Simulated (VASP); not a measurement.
These are PBE GGA, VASP's PBE PAW potentials (set 64) (plane waves; VASP) values and carry that method's errors.

VASP ran on this input.

INCAR:
```
# general
SYSTEM  = SrTe
PREC    = Accurate
ENCUT   = 480
LREAL   = F
LASPH   = T   # aspherical one-centre terms

# electronic loop
EDIFF   = 1E-7   # SCF stop (eV)
NELM    = 100
ALGO    = Normal
LMAXMIX = 4

# smearing
ISMEAR  = 0   # Gaussian
SIGMA   = 0.05   # width (eV)

# functional
GGA     = PE

# ions
ISIF    = 2   # forces and stress, cell fixed

# output
LWAVE   = F
LCHARG  = F
```

POSCAR:
```
SrTe
1
    0.0000000000     3.3617915911     3.3617915911
    3.3617915911     0.0000000000     3.3617915911
    3.3617915911     3.3617915911     0.0000000000
Sr Te
1 1
Direct
  0.0000000000   0.0000000000   0.0000000000
  0.5000000000   0.5000000000   0.5000000000
```

File KPOINTS:
```
kpoints
0
gamma
6 6 6
0 0 0
```

POTCAR, in this order: Sr_sv Te (PBE.64 set). Program: vasp_std.

Unless said otherwise, spin-orbit coupling is left out, though it shifts the bands of the heavy elements here.

Task: Predict the energy per atom (σ→0), band gap (on the k-mesh).

Result: 
| Item | Result |
|---|---|
| energy per atom (σ→0) | -4.134 eV/atom |
| band gap (on the k-mesh) | 1.77 eV |

File OSZICAR:
```
...
DAV:   7    -0.826797186935E+01   -0.53715E-02   -0.23182E-01   532   0.319E+00    0.970E-01
DAV:   8    -0.826732853240E+01    0.64334E-03   -0.27530E-02   476   0.832E-01    0.278E-01
DAV:   9    -0.826759426178E+01   -0.26573E-03   -0.95122E-04   500   0.245E-01    0.891E-02
DAV:  10    -0.826781065992E+01   -0.21640E-03   -0.17447E-04   460   0.930E-02    0.188E-02
DAV:  11    -0.826783720402E+01   -0.26544E-04   -0.28465E-05   460   0.360E-02    0.236E-02
DAV:  12    -0.826783807168E+01   -0.86766E-06   -0.23827E-06   564   0.896E-03    0.287E-03
DAV:  13    -0.826783810659E+01   -0.34908E-07   -0.34141E-07   468   0.333E-03
   1 F= -.82678381E+01 E0= -.82678381E+01  d E =-.622474E-16
```

The compound is SrTe in the rock salt structure. It was relaxed first.
